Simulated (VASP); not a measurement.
Method: PBEsol GGA, VASP's PBE PAW potentials (set 64) (plane waves; VASP 6.6.1).

VASP ran on this input.

POSCAR:
```
SmMnO3
1
    3.7785256937     0.0000000000     0.0000000000
    0.0000000000     3.7785256937     0.0000000000
    0.0000000000     0.0000000000     3.8051944790
Mn Sm O
1 1 3
Direct
  0.5000000000   0.5000000000   0.4194621106
  0.0000000000   0.0000000000   0.9601013446
  0.5000000000   0.5000000000   0.9172569559
  0.5000000000   1.0000000000   0.4045897945
  0.0000000000   0.5000000000   0.4045897945
```

### KPOINTS
```
Automatic mesh
0
gamma
  8 8 8
0 0 0
```

INCAR:
```
! general
SYSTEM   =  SmMnO3
PREC     =  Accurate
ENCUT    =  600
LREAL    =  .FALSE.   ! projection in real space or not
LASPH    =  .TRUE.   ! aspherical one-centre terms

! electronic loop
EDIFF    =  1E-7   ! SCF stop (eV)
NELM     =  100
ALGO     =  Normal   ! blocked Davidson
LMAXMIX  =  6

! smearing
ISMEAR   =  1
SIGMA    =  0.1   ! width (eV)

! functional
GGA      =  PS

! spin
ISPIN    =  2
MAGMOM   =  2.9 0.0 3*0.1

! ions
ISIF     =  2   ! forces and stress, cell fixed

! output
LWAVE    =  .FALSE.
LCHARG   =  .FALSE.
LORBIT   =  10
```

POTCAR, in this order: Mn_pv Sm_3 O (PBE.64 set). Program: vasp_std.

The run wrote:

### OUTCAR
```
 ion  position               nearest neighbor table
   1  0.500  0.500  0.419-   4 1.89   5 1.89   4 1.89   5 1.89   3 1.89   3 1.91   2 3.19   2 3.19
                             2 3.19   2 3.19   2 3.37   2 3.37   2 3.37   2 3.37
   2  0.000  0.000  0.960-   4 2.54   5 2.54   5 2.54   4 2.54   3 2.68   3 2.68   3 2.68   3 2.68
                             4 2.84   5 2.84   4 2.84   5 2.84   1 3.19   1 3.19   1 3.19   1 3.19
   3  0.500  0.500  0.917-   1 1.89   1 1.91   2 2.68   2 2.68   2 2.68   2 2.68
   4  0.500  0.000  0.405-   1 1.89   1 1.89   2 2.54   2 2.54   2 2.84   2 2.84
   5  0.000  0.500  0.405-   1 1.89   1 1.89   2 2.54   2 2.54   2 2.84   2 2.84
  LATTYP: Found a simple tetragonal cell.
 ALAT       =     3.7785256937
 C/A-ratio  =     1.0070579870
 Subroutine PRICEL returns:
 Original cell was already a primitive cell.
 Subroutine GETGRP returns: Found  8 space group operations
The static configuration has the point symmetry C_4v.
The dynamic configuration has the point symmetry C_4v.
The overall configuration has the point symmetry C_4v.
 Subroutine INISYM returns: Found  8 space group operations
 Subroutine IBZKPT returns following result:
 Found     75 irreducible k-points:

 Following reciprocal coordinates:
            Coordinates               Weight
  0.000000  0.000000  0.000000      1.000000
  0.125000  0.000000  0.000000      4.000000
  0.250000  0.000000  0.000000      4.000000
  0.375000  0.000000  0.000000      4.000000
  0.500000  0.000000  0.000000      2.000000
  0.125000  0.125000  0.000000      4.000000
  0.250000  0.125000  0.000000      8.000000
  0.375000  0.125000  0.000000      8.000000
  0.500000  0.125000  0.000000      4.000000
  0.250000  0.250000  0.000000      4.000000
  0.375000  0.250000  0.000000      8.000000
  0.500000  0.250000  0.000000      4.000000
  0.375000  0.375000  0.000000      4.000000
  0.500000  0.375000  0.000000      4.000000
  0.500000  0.500000  0.000000      1.000000
  0.000000  0.000000  0.125000      2.000000
  0.125000  0.000000  0.125000      8.000000
  0.250000  0.000000  0.125000      8.000000
  0.375000  0.000000  0.125000      8.000000
  0.500000  0.000000  0.125000      4.000000
  0.125000  0.125000  0.125000      8.000000
  0.250000  0.125000  0.125000     16.000000
  0.375000  0.125000  0.125000     16.000000
  0.500000  0.125000  0.125000      8.000000
  0.250000  0.250000  0.125000      8.000000
  0.375000  0.250000  0.125000     16.000000
  0.500000  0.250000  0.125000      8.000000
  0.375000  0.375000  0.125000      8.000000
  0.500000  0.375000  0.125000      8.000000
  0.500000  0.500000  0.125000      2.000000
  0.000000  0.000000  0.250000      2.000000
  0.125000  0.000000  0.250000      8.000000
  0.250000  0.000000  0.250000      8.000000
  0.375000  0.000000  0.250000      8.000000
  0.500000  0.000000  0.250000      4.000000
  0.125000  0.125000  0.250000      8.000000
  0.250000  0.125000  0.250000     16.000000
  0.375000  0.125000  0.250000     16.000000
  0.500000  0.125000  0.250000      8.000000
  0.250000  0.250000  0.250000      8.000000
   k-points           NKPTS =     75   k-points in BZ     NKDIM =     75   number of bands    NBANDS=     27
   number of dos      NEDOS =    301   number of ions     NIONS =      5
   total plane-waves  NPLWV =  27000
   dimension x,y,z NGX =    30 NGY =   30 NGZ =   30
   dimension x,y,z NGXF=    60 NGYF=   60 NGZF=   60
   ions per type =               1   1   3
   PREC   = accura    normal or accurate (medium, high low for compatibility)
   ISTART =      0    job   : 0-new  1-cont  2-samecut
   ICHARG =      2    charge: 1-file 2-atom 10-const
   ISPIN  =      2    spin polarized calculation?
   LNONCOLLINEAR =      F non collinear calculations
   LSORBIT =      F    spin-orbit coupling
...
```

### OSZICAR
```
       N       E                     dE             d eps       ncg     rms          rms(c)
DAV:   1     0.473245876143E+03    0.47325E+03   -0.24518E+04  8100   0.188E+03
DAV:   2    -0.566614000919E+01   -0.47891E+03   -0.46128E+03  8537   0.499E+02
DAV:   3    -0.492873076163E+02   -0.43621E+02   -0.42950E+02  9060   0.151E+02
DAV:   4    -0.504302974148E+02   -0.11430E+01   -0.11143E+01 10722   0.235E+01
DAV:   5    -0.504467370888E+02   -0.16440E-01   -0.15932E-01  9778   0.265E+00    0.320E+01
DAV:   6    -0.480102524065E+02    0.24365E+01   -0.10500E+02 10158   0.818E+01    0.331E+01
DAV:   7    -0.431417710453E+02    0.48685E+01   -0.48411E+01  9058   0.864E+01    0.129E+01
DAV:   8    -0.431878835549E+02   -0.46113E-01   -0.34910E+00  9318   0.125E+01    0.784E+00
DAV:   9    -0.431636765342E+02    0.24207E-01   -0.79423E-01 10959   0.808E+00    0.293E+00
DAV:  10    -0.431742551001E+02   -0.10579E-01   -0.77713E-02  9235   0.204E+00    0.154E+00
DAV:  11    -0.431705300119E+02    0.37251E-02   -0.27591E-02 10496   0.152E+00    0.712E-01
DAV:  12    -0.431709840128E+02   -0.45400E-03   -0.27305E-03  9351   0.545E-01    0.207E-01
DAV:  13    -0.431709231884E+02    0.60824E-04   -0.47130E-04 10039   0.184E-01    0.850E-02
DAV:  14    -0.431709072378E+02    0.15951E-04   -0.81533E-05  9254   0.883E-02    0.464E-02
DAV:  15    -0.431709149400E+02   -0.77022E-05   -0.33796E-05  9901   0.652E-02    0.979E-03
DAV:  16    -0.431709148461E+02    0.93931E-07   -0.66882E-06 11229   0.207E-02    0.510E-03
DAV:  17    -0.431709146208E+02    0.22525E-06   -0.92382E-07  8788   0.685E-03    0.208E-03
DAV:  18    -0.431709145602E+02    0.60624E-07   -0.10050E-07  5478   0.309E-03
   1 F= -.43170915E+02 E0= -.43170804E+02  d E =-.332216E-03  mag=     3.1733
```

File OUTCAR:
```
------------------------ aborting loop because EDIFF is reached ----------------------------------------
  FORCE on cell =-STRESS in cart. coord.  units (eV):
  Direction    XX          YY          ZZ          XY          YZ          ZX
  --------------------------------------------------------------------------------------
  Total       -0.1844667     -0.1844667     -0.1548799      0.0000000      0.0000000      0.0000000
  in kB       -5.4401006     -5.4401006     -4.5675588      0.0000000      0.0000000      0.0000000
  external PRESSURE =      -5.1492533 kB  Pullay stress =       0.0000000 kB
  volume of cell :       54.33
      direct lattice vectors                 reciprocal lattice vectors
     3.778525694  0.000000000  0.000000000     0.264653487  0.000000000  0.000000000
     0.000000000  3.778525694  0.000000000     0.000000000  0.264653487  0.000000000
     0.000000000  0.000000000  3.805194479     0.000000000  0.000000000  0.262798657
 POSITION                                       TOTAL-FORCE (eV/Angst)
 -----------------------------------------------------------------------------------
      1.88926      1.88926      1.59613         0.000000      0.000000      0.013482
      0.00000      0.00000      3.65337         0.000000     -0.000000      0.006387
      1.88926      1.88926      3.49034         0.000000     -0.000000     -0.034269
      1.88926      0.00000      1.53954         0.000000     -0.000000      0.007200
      0.00000      1.88926      1.53954        -0.000000     -0.000000      0.007200
 -----------------------------------------------------------------------------------
    total drift:                                0.000000      0.000000     -0.001590
  FREE ENERGIE OF THE ION-ELECTRON SYSTEM (eV)
  ---------------------------------------------------
  free  energy   TOTEN  =       -43.1709145602 eV

  energy  without entropy=      -43.1705823440  energy(sigma->0) =      -43.17080382

 total charge

# of ion       s       p       d       tot
------------------------------------------
    1        0.341   6.451   5.124  11.917
    2        2.100   5.957   0.734   8.791
    3        1.554   3.465   0.000   5.019
    4        1.554   3.475   0.000   5.030
    5        1.554   3.475   0.000   5.030
--------------------------------------------------
tot          7.105  22.823   5.859  35.786

 magnetization (x)

# of ion       s       p       d       tot
------------------------------------------
    1        0.012   0.020   2.833   2.866
    2        0.002   0.002   0.018   0.022
    3        0.007   0.044   0.000   0.051
    4        0.006   0.045   0.000   0.050
    5        0.006   0.045   0.000   0.050
--------------------------------------------------
tot          0.033   0.155   2.851   3.040
```
(Selected blocks of OUTCAR.)

The 4f electrons are frozen in the core of the lanthanide potential, so 4f levels, which can set the real gap, and their magnetism are missing. The moments were started parallel, and other spin orders were not tried in this run.

The structure was generated: SmMnO3 was put into the tetragonal-perovskite type (P4mm), which need not be its known phase. It was relaxed first.
